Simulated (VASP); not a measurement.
Output of a VASP run:

OSZICAR:
```
       N       E                     dE             d eps       ncg     rms          rms(c)
DAV:   1     0.486980437009E+03    0.48698E+03   -0.19916E+04   516   0.268E+03
DAV:   2     0.337645835204E+02   -0.45322E+03   -0.44030E+03   440   0.706E+02
DAV:   3    -0.469391967810E+02   -0.80704E+02   -0.76647E+02   508   0.182E+02
DAV:   4    -0.529066290089E+02   -0.59674E+01   -0.57509E+01   560   0.529E+01
DAV:   5    -0.531393839457E+02   -0.23275E+00   -0.23128E+00   580   0.945E+00    0.321E+01
DAV:   6    -0.511890452760E+02    0.19503E+01   -0.58046E+00   596   0.102E+01    0.142E+01
DAV:   7    -0.510374726420E+02    0.15157E+00   -0.24975E+00   608   0.109E+01    0.624E+00
DAV:   8    -0.507584056574E+02    0.27907E+00   -0.12371E+00   620   0.663E+00    0.248E+00
DAV:   9    -0.507410332926E+02    0.17372E-01   -0.98518E-02   516   0.199E+00    0.686E-01
DAV:  10    -0.507404555898E+02    0.57770E-03   -0.21026E-02   660   0.990E-01    0.295E-01
DAV:  11    -0.507395220447E+02    0.93355E-03   -0.46635E-03   604   0.481E-01    0.105E-01
DAV:  12    -0.507395545118E+02   -0.32467E-04   -0.27294E-04   528   0.952E-02    0.283E-02
DAV:  13    -0.507395540467E+02    0.46506E-06   -0.44946E-05   592   0.402E-02    0.115E-02
DAV:  14    -0.507395531863E+02    0.86039E-06   -0.45746E-06   444   0.136E-02
   1 F= -.50739553E+02 E0= -.50723808E+02  d E =-.314903E-01
```

File OUTCAR:
```
------------------------ aborting loop because EDIFF is reached ----------------------------------------
  FORCE on cell =-STRESS in cart. coord.  units (eV):
  Direction    XX          YY          ZZ          XY          YZ          ZX
  --------------------------------------------------------------------------------------
  Total       -2.3375827     -2.3375827      1.4190064      0.0000000     -0.0000000      0.0000000
  in kB      -38.4485892    -38.4485892     23.3398355      0.0000000     -0.0000000      0.0000000
  external PRESSURE =     -17.8524476 kB  Pullay stress =       0.0000000 kB
  volume of cell :       97.41
      direct lattice vectors                 reciprocal lattice vectors
     3.996644000  0.000000000  0.000000000     0.250209926  0.000000000  0.000000000
     0.000000000  3.996644000  0.000000000     0.000000000  0.250209926  0.000000000
     0.000000000  0.000000000  6.098264000     0.000000000  0.000000000  0.163981094
 POSITION                                       TOTAL-FORCE (eV/Angst)
 -----------------------------------------------------------------------------------
      0.00000      0.00000      0.00000         0.000000      0.000000     -0.000000
      1.99832      1.99832      0.00000         0.000000     -0.000000     -0.000000
      1.99832      0.00000      1.64653         0.000000      0.000000      1.653448
      0.00000      1.99832      4.45173        -0.000000      0.000000     -1.653448
      1.99832      0.00000      4.26878         0.000000      0.000000     -0.891474
      0.00000      1.99832      1.82948        -0.000000      0.000000      0.891474
 -----------------------------------------------------------------------------------
    total drift:                                0.000000      0.000000      0.000000
  FREE ENERGIE OF THE ION-ELECTRON SYSTEM (eV)
  ---------------------------------------------------
  free  energy   TOTEN  =       -50.7395531863 eV

  energy  without entropy=      -50.7080629280  energy(sigma->0) =      -50.72380806
```
(Selected blocks of OUTCAR.)

### POSCAR
```
GeOs2
1
    3.9966440000     0.0000000000     0.0000000000
    0.0000000000     3.9966440000     0.0000000000
    0.0000000000     0.0000000000     6.0982640000
Os Ge
4 2
Direct
  0.0000000000   0.0000000000   0.0000000000
  0.5000000000   0.5000000000   0.0000000000
  0.5000000000   0.0000000000   0.2700000000
  0.0000000000   0.5000000000   0.7300000000
  0.5000000000   0.0000000000   0.7000000000
  0.0000000000   0.5000000000   0.3000000000
```

Task: Write an INCAR and KPOINTS that could have produced this output.

Result: This is not unique; one that fits is the input of the run itself, PBE GGA, plane waves, VASP's PBE PAW potentials (set 64).

KPOINTS:
```
Automatic
0
G
 3 3 2
0 0 0
```

INCAR:
```
ALGO  =  Normal
EDIFF  =  1E-6
ENCUT  =  300
GGA  =  PE
ISIF  =  2
ISMEAR  =  -1
LASPH  =  T
LCHARG  =  F
LMAXMIX  =  6
LREAL  =  F
LWAVE  =  F
NELM  =  100
PREC  =  Accurate
SIGMA  =  0.05
SYSTEM  =  GeOs2
```

POTCAR, in this order: Os Ge_d (PBE.64 set). Program: vasp_std.

At this cut-off the stress carries a Pulay error, which pulls relaxed volumes low.

The structure was generated: GeOs2 was put into an ordered model structure, which need not be its known phase. The cell was not relaxed at this level. The k-mesh is coarse (spacing up to 0.52 per Å, 2π included), so the numbers may not be converged in it.
